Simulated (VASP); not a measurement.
These are r2SCAN meta-GGA with spin-orbit coupling, VASP's PBE PAW potentials (set 64) (plane waves; VASP) values and carry that method's errors.

A VASP calculation is set up with these files.

### INCAR
```
LREAL=.False.   ! projection in real space or not
SIGMA=0.05
METAGGA=R2SCAN
LWAVE=.False.
GGA_COMPAT=.False.
ENCUT=400   ! plane-wave cut-off (eV)
SYSTEM=HBr
ALGO=Normal   ! blocked Davidson
LSORBIT=.True.
LMIXTAU=.True.
LASPH=.True.   ! aspherical one-centre terms
NELM=100
EDIFF=1E-6
ISMEAR=0
PREC=Accurate
LMAXMIX=4   ! l cut-off of mixed one-centre charges
MAGMOM=0 0 0 0 0 0 0 0 0 0 0 0
LCHARG=.False.
```

**KPOINTS_OPT**
```
k-points along high-symmetry lines
5
Line-mode
Reciprocal
  0.000000   0.000000   0.000000 ! GAMMA
  0.500000   0.500000   0.000000 ! Y

  0.500000   0.500000   0.000000 ! Y
  0.552469   0.447531   0.000000 ! F_0

  0.447531  -0.447531   0.000000 ! DELTA_0
  0.000000   0.000000   0.000000 ! GAMMA

  0.000000   0.000000   0.000000 ! GAMMA
  0.000000   0.000000  -0.500000 ! Z

  0.000000   0.000000  -0.500000 ! Z
  0.447531  -0.447531  -0.500000 ! B_0

  0.552469   0.447531  -0.500000 ! G_0
  0.500000   0.500000  -0.500000 ! T

  0.500000   0.500000  -0.500000 ! T
  0.500000   0.500000   0.000000 ! Y

  0.000000   0.000000   0.000000 ! GAMMA
  0.500000   0.000000   0.000000 ! S

  0.500000   0.000000   0.000000 ! S
  0.500000   0.000000  -0.500000 ! R

  0.500000   0.000000  -0.500000 ! R
  0.000000   0.000000  -0.500000 ! Z

  0.000000   0.000000  -0.500000 ! Z
  0.500000   0.500000  -0.500000 ! T
```

**POSCAR**
```
HBr
10.7922980
  0.2949184739  -0.2481738431   0.0000000000
  0.2949184739   0.2481738431   0.0000000000
  0.0000000000   0.0000000000   0.5000000176
H Br
2 2
direct
  0.9458117885   0.0541882115   0.1830054740
  0.0541882115   0.9458117885   0.6830054740
  0.7506970540   0.2493029460   0.9959945260
  0.2493029460   0.7506970540   0.4959945260
```

File KPOINTS:
```
Regular mesh
0
gamma
5 5 4
```

POTCAR, in this order: H Br (PBE.64 set). Program: vasp_ncl.

The run wrote:

### OSZICAR
```
       N       E                     dE             d eps       ncg     rms          rms(c)
DAV:   1     0.593961218452E+02    0.59396E+02   -0.55129E+03  1728   0.896E+02
DAV:   2    -0.302242160119E+02   -0.89620E+02   -0.85937E+02  2480   0.178E+02
DAV:   3    -0.379009667156E+02   -0.76768E+01   -0.76489E+01  2232   0.594E+01
DAV:   4    -0.379818029800E+02   -0.80836E-01   -0.80804E-01  2032   0.729E+00
DAV:   5    -0.379826731391E+02   -0.87016E-03   -0.87001E-03  2208   0.731E-01    0.793E+00
DAV:   6    -0.355383446986E+02    0.24443E+01   -0.41506E-01  1744   0.614E+00    0.536E+00
DAV:   7    -0.329604223799E+02    0.25779E+01   -0.91314E-01  1888   0.704E+00    0.157E+00
DAV:   8    -0.342887316923E+02   -0.13283E+01   -0.42292E-01  1744   0.544E+00    0.361E-01
DAV:   9    -0.344725187865E+02   -0.18379E+00   -0.19983E-01  1728   0.433E+00    0.220E-01
DAV:  10    -0.345522216754E+02   -0.79703E-01   -0.79991E-02  1752   0.323E+00    0.228E-01
DAV:  11    -0.345118994276E+02    0.40322E-01   -0.13355E-02  1744   0.157E+00    0.151E-01
DAV:  12    -0.345570588825E+02   -0.45159E-01   -0.35103E-02  1728   0.246E+00    0.102E-01
DAV:  13    -0.345582919966E+02   -0.12331E-02   -0.36810E-04  2176   0.205E-01    0.406E-02
DAV:  14    -0.345601370178E+02   -0.18450E-02   -0.23162E-03  1736   0.592E-01    0.157E-02
DAV:  15    -0.345606621084E+02   -0.52509E-03   -0.37426E-04  1752   0.233E-01    0.675E-03
DAV:  16    -0.345606781320E+02   -0.16024E-04   -0.19607E-05  2064   0.526E-02    0.538E-03
DAV:  17    -0.345606822570E+02   -0.41249E-05   -0.36880E-06  1816   0.209E-02    0.305E-03
DAV:  18    -0.345606829625E+02   -0.70551E-06   -0.36417E-07  1464   0.717E-03
   1 F= -.34560683E+02 E0= -.34560683E+02  d E =-.441378E-11  mag=    -0.0000     0.0000     0.0000
       N       E                     dE             ncg
       N       E                     dE             ncg
```

**OUTCAR**
```
------------------------ aborting loop because EDIFF is reached ----------------------------------------
  FORCE on cell =-STRESS in cart. coord.  units (eV):
  Direction    XX          YY          ZZ          XY          YZ          ZX
  --------------------------------------------------------------------------------------
  Total       -0.0614309     -0.0245566      0.0203802      0.0000000      0.0000000      0.0000000
  in kB       -1.0697877     -0.4276404      0.3549111      0.0000000      0.0000000      0.0000000
  external PRESSURE =      -0.3808390 kB  Pullay stress =       0.0000000 kB
  volume of cell :       92.00
      direct lattice vectors                 reciprocal lattice vectors
     3.182848056 -2.678366071  0.000000000     0.157092010 -0.186680979  0.000000000
     3.182848056  2.678366071  0.000000000     0.157092010  0.186680979  0.000000000
     0.000000000  0.000000000  5.396149190     0.000000000  0.000000000  0.185317337
 POSITION                                       TOTAL-FORCE (eV/Angst)
 -----------------------------------------------------------------------------------
      3.18285     -2.38809      0.98752         0.000000      0.011709      0.001218
      3.18285      2.38809      3.68560         0.000000     -0.011709      0.001218
      3.18285     -1.34292      5.37454         0.000000      0.015767     -0.001218
      3.18285      1.34292      2.67646         0.000000     -0.015767     -0.001218
 -----------------------------------------------------------------------------------
    total drift:                               -0.000000     -0.000000      0.000048
  FREE ENERGIE OF THE ION-ELECTRON SYSTEM (eV)
  ---------------------------------------------------
  free  energy   TOTEN  =       -34.5606829625 eV

  energy  without entropy=      -34.5606829625  energy(sigma->0) =      -34.56068296

 Ion:    1  E_soc:      0.0000002

 Ion:    2  E_soc:      0.0000002

 Ion:    3  E_soc:     -0.0499999

 Ion:    4  E_soc:     -0.0499999
```
(Selected blocks of OUTCAR.)

OUTCAR:
```
 val. band max:       -2.3022965005   @ k =   0.0000   0.0000   0.0000

 cond. band min:       2.9342162192   @ k =   0.0000   0.0000   0.0000


 Fermi energy:        -2.0903235001

 k-point     1 :       0.0000    0.0000    0.0000
  band No.  band energies     occupation
      1     -17.0502      1.00000
      2     -17.0502      1.00000
      3     -16.3161      1.00000
      4     -16.3161      1.00000
      5      -7.2277      1.00000
      6      -7.2277      1.00000
      7      -6.4794      1.00000
      8      -6.4794      1.00000
      9      -3.0798      1.00000
     10      -3.0798      1.00000
     11      -2.8851      1.00000
     12      -2.8851      1.00000
     13      -2.6625      1.00000
     14      -2.6625      1.00000
     15      -2.3023      1.00000
     16      -2.3023      1.00000
     17       2.9342      0.00000
     18       2.9342      0.00000
     19       3.9617      0.00000
     20       3.9617      0.00000
     21       4.9459      0.00000
     22       4.9459      0.00000
     23       6.3743      0.00000
     24       6.3743      0.00000

 k-point     2 :       0.2000    0.0000    0.0000
  band No.  band energies     occupation
      1     -16.9760      1.00000
      2     -16.9756      1.00000
      3     -16.3458      1.00000
      4     -16.3455      1.00000
      5      -7.1839      1.00000
      6      -7.1637      1.00000
      7      -6.5125      1.00000
      8      -6.4874      1.00000
      9      -3.3898      1.00000
     10      -3.3050      1.00000
     11      -3.1325      1.00000
     12      -3.0635      1.00000
     13      -2.8508      1.00000
     14      -2.7885      1.00000
     15      -2.5176      1.00000
     16      -2.5037      1.00000
     17       3.6221      0.00000
     18       3.6905      0.00000
     19       4.1714      0.00000
     20       4.2497      0.00000
     21       5.5097      0.00000
     22       5.5110      0.00000
     23       6.9417      0.00000
     24       6.9438      0.00000
...
```

The structure comes from a measured HBr entry (Cmc2_1) of the Crystallography Open Database, whose conditions weren't checked. It was relaxed first.
